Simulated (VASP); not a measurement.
Runs of VASP 6.6.1 on Mo. It takes space group Im-3m (No. 229, cubic). The conventional cell has a = 3.147 Å, b = 3.147 Å, c = 3.147 Å, α = 90.00°, β = 90.00°, γ = 90.00°. Around Mo (site symmetry m-3m) lie 8 Mo at 2.73 Å. 

```tsv
level	potentials or basis	gap on the mesh (eV)	pressure (GPa)	relaxed volume (Å³/atom)
LDA	VASP PAW LDA potentials, release 64 (Mo_sv)	none	0.0	15.13
PBEsol	VASP PAW PBE potentials, release 64 (Mo_sv)	none	0.0	(b)
PBE+D3(BJ)	VASP PAW PBE potentials, release 64 (Mo_sv)	none	0.0	(a)
PBE	VASP PAW PBE potentials, release 64 (Mo_sv)	none	-0.1	15.82
r2SCAN	VASP PAW PBE potentials, release 64 (Mo_sv)	none	0.0	15.70
```

Alike in all rows: task relaxation of cell and atoms; no spin polarisation; cell relaxed; k mesh 20 × 20 × 20; cutoff (eV) 600; smearing methfessel-paxton 0.1 eV.

Q: Estimate the missing entries.

A: (a) 15.38; (b) 15.36.

Caveats: the PAW data sets were made with another functional, which shifts forces and pressure a little (some runs); pairwise dispersion overbinds metals, which lowers pressure and volume (some runs).

A k mesh can miss the band edges, and the runs leave out spin-orbit coupling on Mo.

A gap of «none» marks a metal or a gap under the smearing width.

Not every run made on this cell is shown here.
